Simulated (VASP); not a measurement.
Consider the following.

```yaml
crystal:
  lattice:
    - [0.00000, 3.37501, 3.37501]
    - [3.37501, 0.00000, 3.37501]
    - [3.37501, 3.37501, 0.00000]
  atoms:
    - { symbol: K, position: [0.00000, 0.00000, 0.00000] }
    - { symbol: Br, position: [0.50000, 0.50000, 0.50000] }
```

Computed with TPSS meta-GGA, VASP's PBE PAW potentials (set 64) (plane waves; VASP). Run with 520 eV cut-off, 8×8×8 Γ-centred mesh, tetrahedra with Blöchl corrections, potentials K_sv Br.

Task: Estimate the energy per atom (σ→0), band gap (over mesh and band path) with the smallest direct gap where there is one.

Result: 
The band gap (over mesh and band path) is 4.74 eV and the smallest direct gap (over mesh and band path) is 4.74 eV. The energy per atom (σ→0) comes out as -10.542 eV/atom.

Only differences to runs with the same potentials and settings are physical.

The compound is KBr in the rock salt structure. It was relaxed first, which changed the volume by +7 %.
